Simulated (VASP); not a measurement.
OSZICAR of a VASP run on Al3Sc (L1_2):

OSZICAR:
```
       N       E                     dE             d eps       ncg     rms          rms(c)
DAV:   1     0.238178789586E+03    0.23818E+03   -0.13881E+04  1030   0.270E+03
DAV:   2    -0.356937164015E+01   -0.24175E+03   -0.23851E+03  1294   0.695E+02
DAV:   3    -0.186287904154E+02   -0.15059E+02   -0.14842E+02  1460   0.213E+02
DAV:   4    -0.197139704770E+02   -0.10852E+01   -0.10643E+01  1674   0.513E+01
DAV:   5    -0.197784395456E+02   -0.64469E-01   -0.63635E-01  1688   0.121E+01    0.649E+00
DAV:   6    -0.412757033793E+02   -0.21497E+02   -0.16276E+02  1636   0.144E+02    0.100E+01
DAV:   7    -0.404651591312E+02    0.81054E+00   -0.42281E+00  1546   0.260E+01    0.845E+00
DAV:   8    -0.403035844800E+02    0.16157E+00   -0.75419E-02  1390   0.258E+00    0.839E+00
DAV:   9    -0.403400513489E+02   -0.36467E-01   -0.95141E-01  1160   0.124E+01    0.117E+01
DAV:  10    -0.387332756723E+02    0.16068E+01   -0.44844E+00  1618   0.288E+01    0.101E+01
DAV:  11    -0.387909791676E+02   -0.57703E-01   -0.27864E+00  1672   0.199E+01    0.948E+00
DAV:  12    -0.387987902781E+02   -0.78111E-02   -0.57819E-02  1282   0.260E+00    0.127E+01
DAV:  13    -0.385608621568E+02    0.23793E+00   -0.65914E-01  1650   0.989E+00    0.693E-01
DAV:  14    -0.387199287016E+02   -0.15907E+00   -0.81301E-02  1500   0.388E+00    0.229E+00
DAV:  15    -0.387146243923E+02    0.53043E-02   -0.17662E-02  1538   0.181E+00    0.722E-01
DAV:  16    -0.387177524390E+02   -0.31280E-02   -0.21400E-03  1572   0.545E-01    0.563E-01
DAV:  17    -0.387171321264E+02    0.62031E-03   -0.20478E-03  1624   0.586E-01    0.450E-02
DAV:  18    -0.387172316874E+02   -0.99561E-04   -0.10811E-04  1546   0.125E-01    0.580E-02
DAV:  19    -0.387171855608E+02    0.46127E-04   -0.91169E-05  1650   0.112E-01    0.681E-03
DAV:  20    -0.387171687415E+02    0.16819E-04   -0.98141E-06  1620   0.303E-02    0.260E-03
DAV:  21    -0.387171698580E+02   -0.11165E-05   -0.30135E-07  1044   0.640E-03    0.240E-03
DAV:  22    -0.387171701773E+02   -0.31931E-06   -0.73064E-08   646   0.499E-03    0.949E-04
DAV:  23    -0.387171708724E+02   -0.69508E-06   -0.28944E-08   592   0.240E-03    0.103E-03
DAV:  24    -0.387171717313E+02   -0.85885E-06   -0.30521E-08   562   0.275E-03    0.677E-04
DAV:  25    -0.387171716305E+02    0.10078E-06   -0.10105E-08   556   0.189E-03    0.136E-04
DAV:  26    -0.387171716460E+02   -0.15481E-07   -0.49965E-09   550   0.917E-04
   1 F= -.38717172E+02 E0= -.38717172E+02  d E =0.000000E+00
       N       E                     dE             ncg
       N       E                     dE             ncg
```

**Question.** Which electronic solver shows in the log?

**Answer.** It is blocked Davidson (ALGO = Normal, or the opening steps of other solvers). The INCAR had ALGO = Normal.

**Question.** Can the final energy be trusted as converged?

**Answer.** The calculation finished and met its thresholds. It stopped with EDIFF = 1E-7, NELM = 100 (TPSS meta-GGA, plane waves, VASP's PBE PAW potentials (set 64)).

The compound is Al3Sc in the L1_2 structure. It was relaxed first.
